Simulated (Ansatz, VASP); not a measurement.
# Al2Cl: VASP beside Ansatz

```
Al Cl
1.0
     0.00000    3.46300    3.46300
     3.46300    0.00000    3.46300
     3.46300    3.46300    0.00000
Al Cl
2 1
Direct
  0.25000 0.25000 0.25000
  0.75000 0.75000 0.75000
  0.00000 0.00000 0.00000
```

Change from the starting cell: species swapped into the Al2Au type (Fm-3m, No. 225).

Alike in both runs: functional PBE; k mesh 6 × 6 × 6; occupations gaussian, width 0.1 eV; no spin polarisation.

Ansatz relaxed the structure, and its values are those at the end. VASP's run is a single point on that final structure, the one shown.

|  | VASP | Ansatz |
| --- | --- | --- |
| version | VASP 6.6.1 | Ansatz 0.2.0 |
| potentials or method | VASP PAW PBE potentials, release 64 (Al, Cl) | scalar-relativistic, plane waves, PAW |
| plane-wave cutoff (eV) | 520 | 420 |
| valence electrons in the cell | 13 | 13 |

```tsv
	VASP	Ansatz	Ansatz less VASP
gap on the k mesh at the Fermi level (eV)	none	none	-
pressure (GPa)	0.2	0.2	+0.01
```

A gap of «none» marks a metal or a gap that the smearing closes. The functional is the same, so the differences come from potentials, cutoffs and numerics.

Caveats: an odd number of electrons without spin polarisation forces a metal; a magnetic or distorted state may lie lower.
